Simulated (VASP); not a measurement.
Energy against volume of TiB2 (AlB2 type). These are revPBE GGA, VASP's PBE PAW potentials (set 64) (plane waves; VASP 6.6.1) values and carry that method's errors. Numerical set-up: 520 eV cut-off, 12×12×9 Γ-centred mesh, first-order Methfessel-Paxton smearing of 0.10 eV, potentials Ti_sv B.

Shape and ions are relaxed at each volume.

```json
[
 {"V (Å³/atom)": "8.422", "E (eV/atom)": "-7.85128"},
 {"V (Å³/atom)": "8.682", "E (eV/atom)": "-7.85755"},
 {"V (Å³/atom)": "8.943", "E (eV/atom)": "-7.85201"},
 {"V (Å³/atom)": "9.203", "E (eV/atom)": "-7.83628"}
]
```

**Question.** Fit these four points and predict the energy of the run at 8.162 Å³/atom.

**Answer.** A cubic in V^(−2/3), the third-order Birch-Murnaghan form, passes through the four points with V0 = 8.68 Å³/atom and B0 = 241 GPa, and gives -7.8314 eV/atom there. The run gave -7.8313 eV/atom, +0.0 meV/atom from the fit; all five points give B0 = 241 GPa.

The compound is TiB2 in the AlB2 type structure. It was relaxed first.
